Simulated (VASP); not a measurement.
Here is the system:

```yaml
crystal:
  lattice:
    - [1.75929, -3.04719, 0.00000]
    - [1.75929, 3.04719, 0.00000]
    - [0.00000, 0.00000, 14.02459]
  atoms:
    - { symbol: Te, position: [0.33333, 0.66667, 0.87926] }
    - { symbol: Te, position: [0.66667, 0.33333, 0.37926] }
    - { symbol: Te, position: [0.66667, 0.33333, 0.12074] }
    - { symbol: Te, position: [0.33333, 0.66667, 0.62074] }
    - { symbol: Mo, position: [0.33333, 0.66667, 0.25000] }
    - { symbol: Mo, position: [0.66667, 0.33333, 0.75000] }
```

All values below come from PBE GGA with D3 dispersion (zero damping), VASP's PBE PAW potentials (set 64) (plane waves; VASP 6.6.1). Run with 520 eV cut-off, 8×8×2 Γ-centred mesh, tetrahedra with Blöchl corrections, potentials Te Mo_sv.

The cores are frozen, which limits the accuracy of field gradients.

Task: Give the principal components of the electric field gradient (V/Å²) and the asymmetry η at each nucleus.

Result: 
```json
[
 {"atom": "Te1", "Vxx": "88.2", "Vyy": "88.2", "Vzz": "-176.4", "η": "0.00"},
 {"atom": "Te2", "Vxx": "88.2", "Vyy": "88.2", "Vzz": "-176.4", "η": "0.00"},
 {"atom": "Te3", "Vxx": "88.2", "Vyy": "88.2", "Vzz": "-176.4", "η": "0.00"},
 {"atom": "Te4", "Vxx": "88.2", "Vyy": "88.2", "Vzz": "-176.4", "η": "0.00"},
 {"atom": "Mo5", "Vxx": "35.2", "Vyy": "35.2", "Vzz": "-70.4", "η": "0.00"},
 {"atom": "Mo6", "Vxx": "35.2", "Vyy": "35.2", "Vzz": "-70.4", "η": "0.00"}
]
```

The compound is MoTe2 in the 2H layered structure. It was relaxed first.
